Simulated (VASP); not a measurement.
Set up this calculation in VASP 6.6.1, as the native input.

```yaml
Task: single point
Functional: LDA
Potentials_or_basis: VASP PAW LDA potentials, release 54 (Si, Mg, B)
Cutoff: 520 eV
k_mesh: 7 × 5 × 5
Occupations: gaussian, width 0.1 eV
Spin: no spin polarisation
Further_INCAR_settings: ALGO = Fast; EDIFF = 1e-06; NBANDS = 20
```

The structure of Mg6SiB lies in POSCAR:

```
Mg6SiB
1.0
    3.9757080000      0.0000000000      0.0000000000
    0.0000000000      3.8916700000      4.9380070000
    0.0000000000     -3.8916700000      4.9380070000
Si Mg B
1 6 1
Cartesian
    0.0000000000      0.0000000000      9.3476077469
    1.9878540000      0.0000000000      1.3862269531
    1.9878540000     -2.1848535881      3.7818812971
    1.9878540000      2.1848535881      3.7818812971
    0.0000000000      0.0000000000      3.6676059391
    0.0000000000     -1.4375945730      6.2110696467
    0.0000000000      1.4375945730      6.2110696467
    1.9878540000      0.0000000000      5.1166937213
```

The cell comes from a database or a generator and needn't be the stable form of this composition.

The input as run:

INCAR

```
ALGO = Fast
EDIFF = 1E-6
ENCUT = 520
ISIF = 2
ISMEAR = 0
LASPH = True
LCHARG = False
LREAL = False
LWAVE = False
NBANDS = 20
NELM = 80
PREC = Accurate
SIGMA = 0.1
```

KPOINTS

```
k-points
0
Gamma
  7 5 5
```

Potentials or basis: VASP PAW LDA potentials, release 54 (Si, Mg, B).

The run is started by

```bash
$ cat potpaw_LDA.54/Si/POTCAR potpaw_LDA.54/Mg/POTCAR potpaw_LDA.54/B/POTCAR > POTCAR
$ mpirun -np 1 vasp_std > vasp.out
```

Results of the run:

```json
{"Pressure": "-3.3 GPa", "Largest force": "0.131 eV/Å", "Band gap on the k mesh": "none (metal or under the smearing width)"}
```

Run time: 56 s on 1 thread of AMD EPYC 9R45 96-Core Processor (Zen 5), with other jobs on the host, peak memory 0.23 GiB.
